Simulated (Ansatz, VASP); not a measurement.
## One calculation of Hf2TiN3, two programs

```xyz
12
Lattice="3.0954 0.0000 0.0000 -1.5477 2.6807 0.0000 0.0000 0.0000 16.0502" Properties=species:S:1:pos:R:3 pbc="T T T"
Hf    1.5477    0.8936    1.3815
Hf    1.5477    0.8936    6.6436
Hf    0.0000    1.7871   14.6687
Hf    0.0000    1.7871    9.4066
Ti    1.5477    0.8936   12.0376
Ti    0.0000    1.7871    4.0125
N     0.0000    0.0000   13.3095
N     0.0000    0.0000    2.7407
N     0.0000    0.0000    8.0251
N     0.0000    0.0000    0.0000
N     0.0000    0.0000    5.2844
N     0.0000    0.0000   10.7658
```

Alike in both runs: functional PBE; k mesh 12 × 12 × 4; occupations gaussian, width 0.1 eV; no spin polarisation.

Ansatz relaxed the structure, and its values are those at the end. VASP's run is a single point on that final structure, the one shown.

|  | VASP | Ansatz |
| --- | --- | --- |
| version | VASP 6.6.1 | Ansatz 0.2.0 |
| potentials or method | VASP PAW PBE potentials, release 64 (Hf_pv, Ti_sv, N) | scalar-relativistic, plane waves, PAW |
| plane-wave cutoff (eV) | 520 | 420 |
| valence electrons in the cell | 94 | 158 |

Ansatz gave:

* gap on the k mesh at the Fermi level (eV): none
* pressure (GPa): 0.0
* rms of the force components (eV/Å): 0.002

What did VASP give for the same quantities?

gap on the k mesh at the Fermi level (eV): none; pressure (GPa): -1.5; rms of the force components (eV/Å): 0.042.

A gap of «none» marks a metal or a gap that the smearing closes. The two sets of potentials don't hold the same shells in valence.

Spin-orbit coupling is left out, which matters for the levels of Hf.
